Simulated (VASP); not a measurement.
# A VASP study of Mo (r2SCAN + rVV10): structure first, properties next, part 2 of 3

Aim: relax Mo with r2SCAN + rVV10, compute its properties on that cell and hold them against experiment. Left out of this account: at least 1 further run (core levels: core levels are not valid at this level). The start is a cell from a database of measured crystal structures.

VASP 6.6.1, plane waves and PAW; the level of theory is named at each step.

Still holding for the runs below: The k-mesh is coarse for a metal.

So far. Step 2 (Relaxing cell and atoms (r2SCAN + rVV10)): It ends with forces that vanish by symmetry and a pressure of 0.01 GPa. The volume lies -0.2 % from that of the database's start, part of which can be the thermal and zero-point expansion of its experiment. The relaxed cell has a = 3.145 Å (conventional setting).

### 3. Single point with fields (r2SCAN + rVV10)

Level of this step: r2SCAN with rVV10; plane waves and PAW (Mo_sv) (VASP).

A single point on the relaxed cell gives a clean self-consistent state, with density, ELF and potential written out.

INCAR reads:

```
SYSTEM = Mo
PREC = Accurate
ENCUT = 400
EDIFF = 1E-06
NELM = 100
ISMEAR = 1
SIGMA = 0.2
LREAL = .FALSE.
ALGO = Normal
METAGGA = R2SCAN
LUSE_VDW = .TRUE.
IVDW_NL = 2
BPARAM = 11.95
CPARAM = 0.0093
LASPH = .TRUE.
NBANDS = 13
LORBIT = 11
LWAVE = .FALSE.
LCHARG = .TRUE.
ISIF = 2
LELF = .TRUE.
LVHAR = .TRUE.
```

POSCAR reads:

```
Mo
1.0
   -1.5724553579      1.5724553579      1.5724553579
    1.5724553579     -1.5724553579      1.5724553579
    1.5724553579      1.5724553579     -1.5724553579
Mo
1
Direct
    0.0000000000      0.0000000000      0.0000000000
```

KPOINTS reads:

```
Automatic mesh
0
Gamma
10 10 10
0 0 0
```

The projector-augmented-wave data sets are Mo_sv (PBE family, release 64).

Run with:

```console
$ mpirun -np 2 vasp_std
```

Log:

```text
[banner, memory and clock lines left out]
running    2 mpi-ranks, on    1 nodes
 distrk:  each k-point on    2 cores,    1 groups
 distr:  one band on    1 cores,    2 groups

 POSCAR found type information on POSCAR Mo
 POSCAR found :  1 types and       1 ions
 [... a notice as in an earlier step ...]

 [... a notice as in an earlier step ...]

 LDA part: xc-table for (None), standard interpolation
|                                                                             |
|           W    W    AA    RRRRR   N    N  II  N    N   GGGG   !!!           |
|           W    W   A  A   R    R  NN   N  II  NN   N  G    G  !!!           |
|           W    W  A    A  R    R  N N  N  II  N N  N  G       !!!           |
|           W WW W  AAAAAA  RRRRR   N  N N  II  N  N N  G  GGG   !            |
|           WW  WW  A    A  R   R   N   NN  II  N   NN  G    G                |
|           W    W  A    A  R    R  N    N  II  N    N   GGGG   !!!           |
|                                                                             |
|     The number of bands has been changed from the values supplied in        |
|     The orbitals not found in the WAVECAR file will be initialized with     |
|     random numbers, which is usually adequate. For correlated               |
|     calculations, however, you should redo the groundstate calculation.     |
|     I found NBANDS = 13. Now, NBANDS = 14.                                  |
|                                                                             |

 POSCAR, INCAR and KPOINTS ok, starting setup
 FFT: planning ... GRIDC
 FFT: planning ... GRID_SOFT
 FFT: planning ... GRID
 WAVECAR not read
 entering main loop
       N       E                     dE             d eps       ncg     rms          rms(c)
Total rVV10 correction in eV:      0.2493757    14.0030733
DAV:   1     0.547594849127E+02    0.54759E+02   -0.70688E+03  1362   0.872E+02
DAV:   2    -0.313414486354E+02   -0.86101E+02   -0.82825E+02  1550   0.266E+02
DAV:   3    -0.321941150430E+02   -0.85267E+00   -0.85184E+00  1508   0.263E+01
DAV:   4    -0.321959611832E+02   -0.18461E-02   -0.18461E-02  1532   0.150E+00
DAV:   5    -0.321959714089E+02   -0.10226E-04   -0.10224E-04  1478   0.986E-02    0.186E+01
Total rVV10 correction in eV:      0.2305346    14.0030734
DAV:   6    -0.258214383624E+02    0.63745E+01   -0.25319E+00  1352   0.191E+01    0.230E+00
Total rVV10 correction in eV:      0.2251255    14.0030734
DAV:   7    -0.258242724793E+02   -0.28341E-02   -0.58092E-02  1502   0.266E+00    0.115E+00
Total rVV10 correction in eV:      0.2213249    14.0030734
DAV:   8    -0.258339933065E+02   -0.97208E-02   -0.24707E-02  1364   0.165E+00    0.626E-01
Total rVV10 correction in eV:      0.2220965    14.0030734
DAV:   9    -0.258339432077E+02    0.50099E-04   -0.29615E-03  1340   0.643E-01    0.596E-02
Total rVV10 correction in eV:      0.2219532    14.0030734
DAV:  10    -0.258340918017E+02   -0.14859E-03   -0.25864E-04  1436   0.182E-01    0.649E-02
Total rVV10 correction in eV:      0.2221675    14.0030734
DAV:  11    -0.258340551874E+02    0.36614E-04   -0.35869E-05  1352   0.700E-02    0.790E-03
Total rVV10 correction in eV:      0.2221662    14.0030734
DAV:  12    -0.258340556675E+02   -0.48009E-06   -0.24824E-07   886   0.513E-03
Total rVV10 correction in eV:      0.2221626    14.0030734
Total rVV10 correction in eV:      0.2221626    14.0030734
   1 F= -.25834056E+02 E0= -.25833250E+02  d E =-.241784E-02
```

It took 11 s on 2 MPI ranks of AMD EPYC 9R45, shared host; peak memory 0.22 GiB; 22 s of CPU time.

Parts of OUTCAR (step 3):

```text
  LATTYP: Found a body centered cubic cell.
 ALAT       =     3.1449107158

The static configuration has the point symmetry O_h .

 Found     47 irreducible k-points:

   k-points           NKPTS =     47   k-points in BZ     NKDIM =     47   number of bands    NBANDS=     14

   NELECT =      14.0000    total number of electrons

 E-fermi :  12.7553

 k-point     1 :       0.0000    0.0000    0.0000
  band No.  band energies     occupation
    ...
      4     -23.0278      2.00000
      5       4.9277      2.00000
      6      11.2041      2.00000
      7      11.2041      2.00000
      8      11.2041      2.00000
      9      14.5529     -0.00000
     10      14.5529     -0.00000
     11      28.1143      0.00000
     12      28.1143      0.00000
     13      28.1143      0.00000
    ...

 k-point     2 :       0.1000    0.0000    0.0000
  band No.  band energies     occupation
    ...
      4     -23.0283      2.00000
      5       5.3857      2.00000
      6      10.9457      2.00000
      7      11.1463      2.00000
      8      11.6393      2.00000
      9      14.2052     -0.00000
     10      14.5599     -0.00000
     11      28.4297      0.00000
     12      28.8931      0.00000
     13      28.9523      0.00000
    ...

  Total       -0.0003641     -0.0003641     -0.0003641      0.0000000     -0.0000000      0.0000000
  in kB       -0.0375102     -0.0375102     -0.0375102      0.0000000     -0.0000000      0.0000000
  external PRESSURE =      -0.0375102 kB  Pullay stress =       0.0000000 kB

 POSITION                                       TOTAL-FORCE (eV/Angst)
 -----------------------------------------------------------------------------------
      0.00000      0.00000      0.00000        -0.000000     -0.000000      0.000000
 -----------------------------------------------------------------------------------
    total drift:                                0.000000     -0.000000      0.000000

  FREE ENERGIE OF THE ION-ELECTRON SYSTEM (eV)
  ---------------------------------------------------
  free  energy   TOTEN  =       -25.8340556675 eV

  energy  without entropy=      -25.8316378282  energy(sigma->0) =      -25.83324972

[... 6 parts as in an earlier step ...]

[... 6 further parts left out ...]
```

This step gave:

```
SCF cycles : 12
bands      : 14
pressure   : -0.003751 GPa
```

Valence electrons inside each PAW sphere by angular momentum. Sphere charges, by row:

```
atom  s (e)  p (e)  d (e)  tot (e)
 Mo1  2.377  6.213  3.893    12.48
```

ELF in the ac plane of the conventional cell at fractional y = 0.000, with atoms of Mo within 0.2 Å of it. It is the smooth field of the valence electrons, not physical close to the nuclei.

Ten even steps from '0' (0.17) to '9' (0.70), each cell a mean:
```
68972023103897
99951134202799
77531245421367
22112455532112
00134444444210
22455443455432
33455443455543
01234444444321
00013455542100
65421355422345
99841145312699
79962023203898
37972013103895
```
Columns run along a (3.1 Å), rows up along c (3.1 Å), edges of the conventional cell, whose origin can differ from the input's. Atoms in or near the plane, at fractional coordinates: Mo at (0.00, 0.00).

Valence density in the ac plane of the conventional cell at fractional y = 0.000, with atoms of Mo within 0.2 Å of it. It is the smooth field of the valence electrons, not physical close to the nuclei.

Ten even steps from '0' (0.3 e/Å³) to '9' (7.4 e/Å³), each cell a mean:
```
98520000001379
76410000000246
32100000000012
00000000000000
00000000000000
00000000000000
00000000000000
00000000000000
00000000000000
21100000000012
54210000000135
98520000000368
99620000001379
```
Columns run along a (3.1 Å), rows up along c (3.1 Å), edges of the conventional cell, whose origin can differ from the input's. Atoms in or near the plane, at fractional coordinates: Mo at (0.00, 0.00).

Electrostatic potential energy in the ac plane of the conventional cell at fractional y = 0.000, with atoms of Mo within 0.2 Å of it. With pseudopotentials it is smooth inside the atoms' cores, unlike the true potential.

Values in eV, 13 rows by 14 columns, each cell a mean:
```
-66 -65 -56 -41 -22  -5  -1   0  -1  -9 -28 -46 -60 -65
-61 -58 -48 -33 -15  -3   0   1  -1  -6 -20 -38 -52 -59
-45 -42 -31 -18  -6  -1   0   1   0  -2  -9 -22 -35 -43
-25 -22 -14  -6  -2   0   1   1   1  -1  -3  -8 -17 -23
 -5  -4  -2  -1   0   1   1   1   1   0   0  -1  -3  -5
 -1   0   0   1   1   1   1   0   1   1   1   1   0  -1
  0   0   1   1   1   1   0   0   1   1   1   1   0   0
 -3  -2  -1   0   0   1   1   1   1   1   0  -1  -2  -3
-16 -14  -8  -3  -1   0   1   1   1   0  -1  -4 -10 -15
-39 -36 -26 -14  -4  -1   1   1   0  -2  -6 -17 -30 -37
-56 -52 -42 -28 -11  -2   0   1   0  -4 -16 -32 -46 -54
-66 -63 -54 -40 -20  -4  -1   0  -1  -8 -26 -44 -58 -64
-67 -66 -59 -44 -24  -6  -1   0  -1 -10 -30 -49 -62 -66
```
Columns run along a (3.1 Å; values clipped at the 3rd and 97th percentile), rows up along c (3.1 Å), edges of the conventional cell, whose origin can differ from the input's. Atoms in or near the plane, at fractional coordinates: Mo at (0.00, 0.00).

In this run the pressure is 0.00 GPa, small enough to go on; single stress components reach 0.00 GPa.

### 4. Bands along the symmetry lines (r2SCAN + rVV10)

The mesh alone shows little of the dispersion and can miss band extrema, so KPOINTS_OPT adds a path through the symmetry points after the self-consistent cycle.

Changes to INCAR since step 3:

```diff
@@ -15,8 +15,6 @@
 LASPH = .TRUE.
-NBANDS = 13
+NBANDS = 18
 LORBIT = 11
 LWAVE = .FALSE.
-LCHARG = .TRUE.
-ISIF = 2
-LELF = .TRUE.
-LVHAR = .TRUE.
+LCHARG = .FALSE.
+KPAR = 2
```

POSCAR is that of step 3.

KPOINTS is that of step 3.

KPOINTS_OPT reads:

```
Line mode
16
Line-mode
Reciprocal
  0.00000000   0.00000000   0.00000000 GAMMA
  0.50000000  -0.50000000   0.50000000 H

  0.50000000  -0.50000000   0.50000000 H
  0.00000000   0.00000000   0.50000000 N

  0.00000000   0.00000000   0.50000000 N
  0.00000000   0.00000000   0.00000000 GAMMA

  0.00000000   0.00000000   0.00000000 GAMMA
  0.25000000   0.25000000   0.25000000 P

  0.25000000   0.25000000   0.25000000 P
  0.50000000  -0.50000000   0.50000000 H

  0.25000000   0.25000000   0.25000000 P
  0.00000000   0.00000000   0.50000000 N
```

Run with:

```console
$ mpirun -np 2 vasp_std
```

Log:

```text
[banner, memory and clock lines left out]
running    2 mpi-ranks, on    1 nodes
 distrk:  each k-point on    1 cores,    2 groups
 distr:  one band on    1 cores,    1 groups

 POSCAR found type information on POSCAR Mo
 POSCAR found :  1 types and       1 ions
 [... a notice as in an earlier step ...]

 [... a notice as in an earlier step ...]

 LDA part: xc-table for (None), standard interpolation
 POSCAR, INCAR and KPOINTS ok, starting setup
 FFT: planning ... GRIDC
 FFT: planning ... GRID_SOFT
 FFT: planning ... GRID
 WAVECAR not read
 entering main loop
       N       E                     dE             d eps       ncg     rms          rms(c)
Total rVV10 correction in eV:      0.2493757    14.0030733
Total rVV10 correction in eV:      0.2493757    14.0030733
DAV:   1     0.676143560747E+02    0.67614E+02   -0.64128E+03  1700   0.678E+02
DAV:   2    -0.309468837158E+02   -0.98561E+02   -0.94367E+02  1926   0.233E+02
DAV:   3    -0.321934413328E+02   -0.12466E+01   -0.12421E+01  1926   0.264E+01
DAV:   4    -0.321959614099E+02   -0.25201E-02   -0.25200E-02  1876   0.136E+00
DAV:   5    -0.321959714400E+02   -0.10030E-04   -0.10029E-04  1902   0.787E-02    0.186E+01
Total rVV10 correction in eV:      0.2305346    14.0030734
Total rVV10 correction in eV:      0.2305346    14.0030734
DAV:   6    -0.258212716239E+02    0.63747E+01   -0.19569E+00  1740   0.148E+01    0.230E+00
Total rVV10 correction in eV:      0.2251381    14.0030734
Total rVV10 correction in eV:      0.2251381    14.0030734
DAV:   7    -0.258243895472E+02   -0.31179E-02   -0.44249E-02  1894   0.211E+00    0.116E+00
Total rVV10 correction in eV:      0.2212793    14.0030734
Total rVV10 correction in eV:      0.2212793    14.0030734
DAV:   8    -0.258340939285E+02   -0.97044E-02   -0.20676E-02  1830   0.131E+00    0.634E-01
Total rVV10 correction in eV:      0.2221076    14.0030734
Total rVV10 correction in eV:      0.2221076    14.0030734
DAV:   9    -0.258339310654E+02    0.16286E-03   -0.24252E-03  1754   0.516E-01    0.632E-02
Total rVV10 correction in eV:      0.2219332    14.0030734
Total rVV10 correction in eV:      0.2219332    14.0030734
DAV:  10    -0.258340983312E+02   -0.16727E-03   -0.22700E-04  1928   0.150E-01    0.707E-02
Total rVV10 correction in eV:      0.2221663    14.0030734
Total rVV10 correction in eV:      0.2221663    14.0030734
DAV:  11    -0.258340552900E+02    0.43041E-04   -0.29041E-05  1770   0.602E-02    0.813E-03
Total rVV10 correction in eV:      0.2221661    14.0030734
Total rVV10 correction in eV:      0.2221661    14.0030734
DAV:  12    -0.258340556750E+02   -0.38502E-06   -0.33468E-07  1364   0.468E-03
Total rVV10 correction in eV:      0.2221625    14.0030734
Total rVV10 correction in eV:      0.2221625    14.0030734
Total rVV10 correction in eV:      0.2221620    14.0030734
Total rVV10 correction in eV:      0.2221620    14.0030734
   1 F= -.25834056E+02 E0= -.25833250E+02  d E =-.241788E-02
 Start KPOINTS_OPT (optional k-point list driver)
k-point batch [1-47\96]
       N       E                     dE             ncg
DAV:   1    -0.388976800874E+04   -0.24371E+05     1756
DAV:   2    -0.859235212421E+04   -0.47026E+04     1920
DAV:   3    -0.864884769338E+04   -0.56496E+02     1934
DAV:   4    -0.864897401854E+04   -0.12633E+00     1868
DAV:   5    -0.864897458328E+04   -0.56473E-03     1918
DAV:   6    -0.864897458773E+04   -0.44512E-05     1810
DAV:   7    -0.864897458780E+04   -0.77374E-07     1484
[...]
k-point batch [95-96\96]
       N       E                     dE             ncg
DAV:   1     0.250291903756E+05   -0.11905E+04       88
DAV:   2     0.248658988940E+05   -0.16329E+03       82
DAV:   3     0.248643784420E+05   -0.15205E+01       78
DAV:   4     0.248643749633E+05   -0.34787E-02       80
DAV:   5     0.248643749472E+05   -0.16058E-04       82
DAV:   6     0.248643749471E+05   -0.10712E-06       72
```

The job ended after 24 s (2 MPI ranks; peak memory 0.27 GiB).

From OUTCAR (step 4):

```text
The static configuration has the point symmetry O_h .

 Found     47 irreducible k-points:

   k-points           NKPTS =     47   k-points in BZ     NKDIM =     47   number of bands    NBANDS=     18

   NELECT =      14.0000    total number of electrons

 E-fermi :  12.7553

 k-point     3 :       0.2000    0.0000    0.0000
  band No.  band energies     occupation
    ...
      3     -23.1985      2.00000
      4     -23.0312      2.00000
      5       6.5020      2.00000
      6      10.3321      2.00000
      7      10.9318      2.00000
      8      12.8823      0.12994
      9      13.8787     -0.00000
     10      14.6292     -0.00000
     11      28.5985      0.00000
     12      29.9621      0.00000
    ...

 k-point     5 :       0.4000    0.0000    0.0000
  band No.  band energies     occupation
    ...
      2     -24.4241      2.00000
      3     -23.4666      2.00000
      4     -23.0390      2.00000
      5       7.1500      2.00000
      6       9.1938      2.00000
      7      13.0280     -0.06604
      8      14.5329     -0.00000
      9      15.1048     -0.00000
     10      16.6671     -0.00000
     11      25.7659      0.00000
    ...

  Total       -0.0003903     -0.0003903     -0.0003903      0.0000000      0.0000000      0.0000000
  in kB       -0.0402067     -0.0402067     -0.0402067      0.0000000      0.0000000      0.0000000
  external PRESSURE =      -0.0402067 kB  Pullay stress =       0.0000000 kB

 POSITION                                       TOTAL-FORCE (eV/Angst)
 -----------------------------------------------------------------------------------
      0.00000      0.00000      0.00000         0.000000     -0.000000     -0.000000
 -----------------------------------------------------------------------------------
    total drift:                                0.000000     -0.000000      0.000000

  FREE ENERGIE OF THE ION-ELECTRON SYSTEM (eV)
  ---------------------------------------------------
  free  energy   TOTEN  =       -25.8340556750 eV

  energy  without entropy=      -25.8316377937  energy(sigma->0) =      -25.83324971

[... 13 parts as in an earlier step ...]
```

Spin-orbit coupling is off here; it would split degenerate levels.

This step gave:

| Property | Result |
| --- | --- |
| bands | 18 |
| pressure | -0.004021 GPa |

Electronic bands along the path, in eV, zero at the Fermi level; # counts the bands kept in this run:

```
          point     #1     #2     #3     #4    #5     #6
              Γ  -7.83  -1.55  -1.55  -1.55  1.80   1.80
0.53 of the way  -3.98  -3.23  -0.58  -0.58  1.08   3.85
              H  -5.83  -5.83   4.07   4.07  4.07   9.38
0.47 of the way  -4.76  -3.88  -0.60   0.38  4.41   8.06
              N  -5.76  -3.73   1.46   1.78  2.49   4.86
0.47 of the way  -5.61  -2.88  -1.70   1.24  1.31   1.99
              Γ  -7.83  -1.55  -1.55  -1.55  1.80   1.80
0.47 of the way  -4.90  -2.95  -2.95   1.73  1.73   2.67
              P  -2.94  -2.94  -2.94   2.63  2.63  10.19
0.53 of the way  -3.63  -3.63  -2.81   2.39  2.39  10.92
              H  -5.83  -5.83   4.07   4.07  4.07   9.38
      jump to P  -2.94  -2.94  -2.94   2.63  2.63  10.19
0.47 of the way  -4.35  -3.69  -1.00   2.20  2.56   8.17
              N  -5.76  -3.73   1.46   1.78  2.49   4.86
```

The electronic bands as a text plot (rows in eV, shown from -7.8 to 1.5 only):

```
    1.3 | *      *          **  ** **                           *
    1.0 |      *        *     *   *
    0.6 |  *  *            *             *                     *
    0.2 |    *          *** *  *  *                     *
   -0.2 |   *   *                  *                          *
   -0.6 |      *                        *
   -1.0 |  ** *                 *   *                  *
   -1.4 |*****           * *         ***                     *
   -1.8 |    *                   ****  **             *     *
   -2.2 |                 *        *
   -2.6 |     *           *       *      **  ***  **       *
   -3.0 |                  *     *             ***  *      *
   -3.3 |      *         *  *   *          ****  *   *      *
   -3.7 |       *            ***            *                ****
   -4.1 |      **                          *      *** *      *
   -4.5 |     *  *      **                             *
   -4.9 |    *   **     * *                             *     *
   -5.3 |         **  **   *    *                              *
   -5.7 |          ****     **** *        *              **     *
   -6.1 |                         *      *
   -6.5 |   *                      *
   -6.9 |  *
   -7.2 | *                         *   *
   -7.6 |*                           ***
         Γ           H       N        Γ         P        H|P    N
```

There is no gap at this level.

[end of part 2 of 3]

[Lines on the potential files, build, host, timing and source positions are cut from VASP's logs without a mark.]

[Logs are printed without paths, hosts, clocks, repeated set-up lines and the standing remarks that a program may print on its own settings, such as how far it seeks lower states.]

[Hosts, paths, dates, database ids (printed as entryN), source tags and the programs' standing remarks are cut or masked in the printed files.]

[A measured line is paired with the nearest computed mode of its activity, which favours agreement.]

[In band tables of VASP the shares of atoms and orbitals are scaled to a sum of 1 inside the atoms' spheres.]
